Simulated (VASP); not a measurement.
These are optB88-vdW, VASP's PBE PAW potentials (set 64) (plane waves; VASP) values and carry that method's errors.

A VASP calculation is set up with these files.

### INCAR
```
# general
SYSTEM   = MnO2
PREC     = Accurate
ENCUT    = 520   # plane-wave cut-off (eV)
LREAL    = .False.
LASPH    = .True.   # aspherical one-centre terms

# electronic loop
EDIFF    = 1E-6   # SCF stop (eV)
NELM     = 100   # most electronic steps
ALGO     = Normal
LMAXMIX  = 4

# smearing
ISMEAR   = 1
SIGMA    = 0.1   # width (eV)

# functional
GGA      = BO
LUSE_VDW = .True.
AGGAC    = 0.0
PARAM1   = 0.1833333333
PARAM2   = 0.22

# spin
ISPIN    = 2
MAGMOM   = 3.0 -3.0 4*0.0

# ions
IBRION   = 2   # conjugate gradients
NSW      = 60
ISIF     = 3   # ions, shape and volume
EDIFFG   = -0.02

# output
LWAVE    = .False.
LCHARG   = .False.
LORBIT   = 10
```

**KPOINTS**
```
Automatic mesh
0
Gamma
6 6 10
0 0 0
```

### POSCAR
```
MnO2
1
    4.3702201021    -0.0000000000     0.0000000000
   -0.0000000000     4.3702201021     0.0000000000
    0.0000000000     0.0000000000     2.8377850820
Mn O
2 4
Direct
  0.0000000000   0.0000000000   0.0000000000
  0.5000000000   0.5000000000   0.5000000000
  0.3033582004   0.3033582004   0.0000000000
  0.8033582004   0.1966417996   0.5000000000
  0.1966417996   0.8033582004   0.5000000000
  0.6966417996   0.6966417996   1.0000000000
```

POTCAR, in this order: Mn_pv O (PBE.64 set). Program: vasp_std.

Output

OSZICAR:
```
       N       E                     dE             d eps       ncg     rms          rms(c)
DAV:   1     0.668693224937E+03    0.66869E+03   -0.28827E+04  7336   0.203E+03
DAV:   2     0.337399711606E+02   -0.63495E+03   -0.59754E+03  7740   0.576E+02
DAV:   3    -0.483932065334E+02   -0.82133E+02   -0.79928E+02  9142   0.195E+02
DAV:   4    -0.517534016382E+02   -0.33602E+01   -0.29619E+01  8288   0.345E+01
DAV:   5    -0.518160085813E+02   -0.62607E-01   -0.62598E-01  7480   0.534E+00    0.458E+01
DAV:   6    -0.466014646032E+02    0.52145E+01   -0.17299E+02  9202   0.121E+02    0.544E+01
DAV:   7    -0.378009421360E+02    0.88005E+01   -0.12706E+02  9366   0.125E+02    0.209E+01
DAV:   8    -0.357550326377E+02    0.20459E+01   -0.87745E+00  7594   0.288E+01    0.875E+00
DAV:   9    -0.353122401880E+02    0.44279E+00   -0.22223E+00  9702   0.154E+01    0.313E+00
DAV:  10    -0.353290425150E+02   -0.16802E-01   -0.20926E-01  7584   0.374E+00    0.164E+00
DAV:  11    -0.353239448778E+02    0.50976E-02   -0.30798E-02  7734   0.172E+00    0.447E-01
DAV:  12    -0.353239352264E+02    0.96514E-05   -0.35286E-03  8742   0.763E-01    0.196E-01
DAV:  13    -0.353239142711E+02    0.20955E-04   -0.21382E-04  8058   0.143E-01    0.793E-02
DAV:  14    -0.353238855073E+02    0.28764E-04   -0.10150E-04  8180   0.115E-01    0.316E-02
DAV:  15    -0.353238841573E+02    0.13500E-05   -0.91112E-05  7444   0.124E-01    0.248E-02
DAV:  16    -0.353238800760E+02    0.40813E-05   -0.17951E-05  7410   0.588E-02    0.726E-03
DAV:  17    -0.353238801628E+02   -0.86767E-07   -0.18749E-06  5434   0.181E-02
   1 F= -.35323880E+02 E0= -.35323990E+02  d E =-.353239E+02  mag=     0.0000
       N       E                     dE             d eps       ncg     rms          rms(c)
DAV:   1    -0.375692931959E+02   -0.22454E+01   -0.38871E+01  7200   0.754E+01    0.156E+01
DAV:   2    -0.394677986217E+02   -0.18985E+01   -0.39976E+01  8384   0.832E+01    0.209E+01
DAV:   3    -0.354989342386E+02    0.39689E+01   -0.82476E+00  8608   0.325E+01    0.527E+00
DAV:   4    -0.353739923238E+02    0.12494E+00   -0.24432E+00  8960   0.140E+01    0.371E+00
DAV:   5    -0.353195665645E+02    0.54426E-01   -0.31276E-01  7942   0.662E+00    0.134E+00
DAV:   6    -0.353171472165E+02    0.24193E-02   -0.12283E-01  9188   0.297E+00    0.947E-01
DAV:   7    -0.353105871678E+02    0.65600E-02   -0.20167E-02  8354   0.171E+00    0.293E-01
DAV:   8    -0.353100648145E+02    0.52235E-03   -0.65553E-03  8120   0.557E-01    0.822E-02
DAV:   9    -0.353100815888E+02   -0.16774E-04   -0.42326E-04  7416   0.237E-01    0.478E-02
DAV:  10    -0.353100776786E+02    0.39102E-05   -0.48166E-05  7806   0.546E-02    0.201E-02
DAV:  11    -0.353100757046E+02    0.19740E-05   -0.75035E-06  8744   0.305E-02    0.530E-03
DAV:  12    -0.353100758049E+02   -0.10023E-06   -0.10649E-06  3630   0.765E-03
   2 F= -.35310076E+02 E0= -.35309941E+02  d E =0.138044E-01  mag=     0.0000
       N       E                     dE             d eps       ncg     rms          rms(c)
DAV:   1    -0.359508967122E+02   -0.64082E+00   -0.11266E+01  7200   0.398E+01    0.754E+00
DAV:   2    -0.357578958339E+02    0.19300E+00   -0.43604E+00  8568   0.277E+01    0.814E+00
DAV:   3    -0.353894281150E+02    0.36847E+00   -0.21442E+00  9100   0.180E+01    0.238E+00
DAV:   4    -0.353577018101E+02    0.31726E-01   -0.34563E-01  7200   0.574E+00    0.833E-01
DAV:   5    -0.353563400747E+02    0.13617E-02   -0.15808E-02  7698   0.948E-01    0.412E-01
DAV:   6    -0.353555564148E+02    0.78366E-03   -0.20074E-03  7944   0.383E-01    0.212E-01
DAV:   7    -0.353554213170E+02    0.13510E-03   -0.51150E-04  9730   0.256E-01    0.602E-02
DAV:   8    -0.353554186055E+02    0.27115E-05   -0.88703E-05  8806   0.881E-02    0.283E-02
DAV:   9    -0.353554190882E+02   -0.48267E-06   -0.29771E-05  7894   0.371E-02    0.155E-02
DAV:  10    -0.353554174864E+02    0.16017E-05   -0.56233E-06  7050   0.160E-02    0.506E-03
DAV:  11    -0.353554173078E+02    0.17868E-06   -0.83359E-07  3600   0.760E-03
   3 F= -.35355417E+02 E0= -.35355388E+02  d E =-.315371E-01  mag=    -0.0000
       N       E                     dE             d eps       ncg     rms          rms(c)
DAV:   1    -0.353555776085E+02   -0.16012E-03   -0.30586E-03  7200   0.663E-01    0.127E-01
DAV:   2    -0.353555497600E+02    0.27849E-04   -0.14146E-03  8552   0.521E-01    0.146E-01
DAV:   3    -0.353554219726E+02    0.12779E-03   -0.52843E-04  8998   0.303E-01    0.325E-02
DAV:   4    -0.353554137866E+02    0.81860E-05   -0.87840E-05  7200   0.672E-02    0.157E-02
DAV:   5    -0.353554144957E+02   -0.70909E-06   -0.41912E-06  6786   0.175E-02
   4 F= -.35355414E+02 E0= -.35355387E+02  d E =-.315343E-01  mag=     0.0000
       N       E                     dE             d eps       ncg     rms          rms(c)
DAV:   1    -0.353582330960E+02   -0.28193E-02   -0.45652E-01  7200   0.500E+00    0.528E-01
DAV:   2    -0.353586511655E+02   -0.41807E-03   -0.34968E-02  8902   0.234E+00    0.616E-01
DAV:   3    -0.353564744295E+02    0.21767E-02   -0.83710E-03  9434   0.124E+00    0.164E-01
DAV:   4    -0.353562048186E+02    0.26961E-03   -0.15852E-03  7936   0.299E-01    0.682E-02
DAV:   5    -0.353561796783E+02    0.25140E-04   -0.17485E-04  8202   0.101E-01    0.429E-02
DAV:   6    -0.353561783953E+02    0.12830E-05   -0.24187E-05  7598   0.634E-02    0.178E-02
DAV:   7    -0.353561798452E+02   -0.14499E-05   -0.33308E-06  7074   0.145E-02    0.869E-03
DAV:   8    -0.353561786207E+02    0.12245E-05   -0.41399E-07  3642   0.660E-03    0.380E-03
DAV:   9    -0.353561787883E+02   -0.16764E-06   -0.19118E-07  3600   0.371E-03
   5 F= -.35356179E+02 E0= -.35356149E+02  d E =-.764293E-03  mag=     0.0000
       N       E                     dE             d eps       ncg     rms          rms(c)
DAV:   1    -0.353562762967E+02   -0.97676E-04   -0.13907E-02  7200   0.872E-01    0.922E-02
DAV:   2    -0.353562818699E+02   -0.55732E-05   -0.10492E-03  8854   0.406E-01    0.107E-01
DAV:   3    -0.353562244807E+02    0.57389E-04   -0.25784E-04  9516   0.217E-01    0.289E-02
DAV:   4    -0.353562127560E+02    0.11725E-04   -0.47130E-05  7878   0.528E-02    0.118E-02
DAV:   5    -0.353562145920E+02   -0.18360E-05   -0.52401E-06  7788   0.169E-02    0.739E-03
DAV:   6    -0.353562141191E+02    0.47292E-06   -0.59179E-07  3624   0.105E-02
   6 F= -.35356214E+02 E0= -.35356184E+02  d E =-.799623E-03  mag=     0.0000
```

**OUTCAR**
```
------------------------ aborting loop because EDIFF is reached ----------------------------------------
  FORCE on cell =-STRESS in cart. coord.  units (eV):
  Direction    XX          YY          ZZ          XY          YZ          ZX
  --------------------------------------------------------------------------------------
  Total        0.0136392      0.0136392      0.0384283     -0.0000000      0.0000000      0.0000000
  in kB        0.3924773      0.3924773      1.1057998     -0.0000000      0.0000000      0.0000000
  external PRESSURE =       0.6302515 kB  Pullay stress =       0.0000000 kB
  volume of cell :       55.68
      direct lattice vectors                 reciprocal lattice vectors
     4.410603836  0.000000000  0.000000000     0.226726325 -0.000000000  0.000000000
     0.000000000  4.410603836  0.000000000    -0.000000000  0.226726325  0.000000000
     0.000000000  0.000000000  2.862130605     0.000000000  0.000000000  0.349390066
 POSITION                                       TOTAL-FORCE (eV/Angst)
 -----------------------------------------------------------------------------------
      0.00000      0.00000      0.00000         0.000000      0.000000      0.000000
      2.20530      2.20530      1.43107         0.000000      0.000000      0.000000
      1.33889      1.33889      0.00000        -0.000696     -0.000696      0.000000
      3.54419      0.86641      1.43107        -0.000696      0.000696     -0.000000
      0.86641      3.54419      1.43107         0.000696     -0.000696      0.000000
      3.07171      3.07171      0.00000         0.000696      0.000696     -0.000000
 -----------------------------------------------------------------------------------
    total drift:                                0.000000      0.000000     -0.000000
  FREE ENERGIE OF THE ION-ELECTRON SYSTEM (eV)
  ---------------------------------------------------
  free  energy   TOTEN  =       -35.3562141191 eV

  energy  without entropy=      -35.3561246310  energy(sigma->0) =      -35.35618429

 total charge

# of ion       s       p       d       tot
------------------------------------------
    1        0.347   6.460   4.925  11.732
    2        0.347   6.460   4.925  11.732
    3        1.563   3.460   0.000   5.023
    4        1.563   3.460   0.000   5.023
    5        1.563   3.460   0.000   5.023
    6        1.563   3.460   0.000   5.023
--------------------------------------------------
tot          6.946  26.761   9.850  43.557

 magnetization (x)

# of ion       s       p       d       tot
------------------------------------------
    1        0.011   0.018   2.420   2.449
    2       -0.011  -0.018  -2.420  -2.449
    3       -0.001  -0.049   0.000  -0.050
    4        0.001   0.049   0.000   0.050
    5        0.001   0.049   0.000   0.050
    6       -0.001  -0.049   0.000  -0.050
--------------------------------------------------
tot          0.000   0.000  -0.000  -0.000

 reached required accuracy - stopping structural energy minimisation
```
(Selected blocks of OUTCAR.)

CONTCAR:
```
MnO2
   1.00000000000000
     4.4106038358284110    0.0000000000000000    0.0000000000000000
     0.0000000000000000    4.4106038358284110    0.0000000000000000
     0.0000000000000000    0.0000000000000000    2.8621306051092881
  Mn              O
     2     4
Direct
     0.0000000000000000    0.0000000000000000    0.0000000000000000
     0.5000000000000000    0.5000000000000000    0.5000000000000000
     0.3035618408058923    0.3035618408058923    0.0000000000000000
     0.8035618408058923    0.1964381591941076    0.5000000000000000
     0.1964381591941076    0.8035618408058923    0.5000000000000000
     0.6964381591941077    0.6964381591941077    0.0000000000000000
```

Energy and stress use the plane-wave basis of the starting cell.

The compound is MnO2 in the rutile structure. This run relaxes it. Symmetry was kept, so distortions that lower it aren't found. The start is the result of an earlier pass.
